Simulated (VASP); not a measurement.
Energy against volume of KZnF₃ (cubic perovskite). Level of theory: optB86b-vdW, VASP's PBE PAW potentials (set 64) (plane waves; VASP). Numerical set-up: 520 eV cut-off, 6×6×6 Γ-centred mesh, Gaussian smearing of 0.050 eV, potentials K_sv Zn F.

| V (Å³/atom) | E (eV/atom) |
|---|---|
| 12.753 | -1.92607 |
| 13.160 | -1.93731 |
| 13.567 | -1.94142 |
| 13.974 | -1.93937 |

Question: Fit these four points and predict the energy of the run at 14.381 Å³/atom.

Answer: A cubic in V^(−2/3), the third-order Birch-Murnaghan form, passes through the four points with V0 = 13.63 Å³/atom and B0 = 79 GPa, and gives -1.9320 eV/atom there. The run gave -1.9323 eV/atom, -0.3 meV/atom from the fit; all five points give B0 = 78 GPa.

The compound is KZnF3 in the cubic perovskite structure. It was relaxed first.
